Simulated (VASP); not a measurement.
Here is the system:

```yaml
crystal:
  lattice:
    - [0.00000, 1.89443, 1.89443]
    - [1.89443, 0.00000, 1.89443]
    - [1.89443, 1.89443, 0.00000]
  atoms:
    - { symbol: Li, position: [0.00000, 0.00000, 0.00000] }
    - { symbol: H, position: [0.50000, 0.50000, 0.50000] }
```

Calculation: PBE GGA with D3 dispersion (Becke-Johnson damping), VASP's PBE PAW potentials (set 64) (plane waves; VASP). Numerical set-up: 520 eV cut-off, 12×12×12 Γ-centred mesh, Gaussian smearing of 0.050 eV, potentials Li_sv H.

Problem. Give the stress tensor in GPa (positive for a compressed cell).

Solution. 
```
2.95  0.00  0.00
0.00  2.95  0.00
0.00  0.00  2.95
```
The pressure is its mean diagonal, 2.95 GPa.

The compound is LiH in the rock salt structure. This cell is one point of a volume scan, at 0.94 of the reference volume.
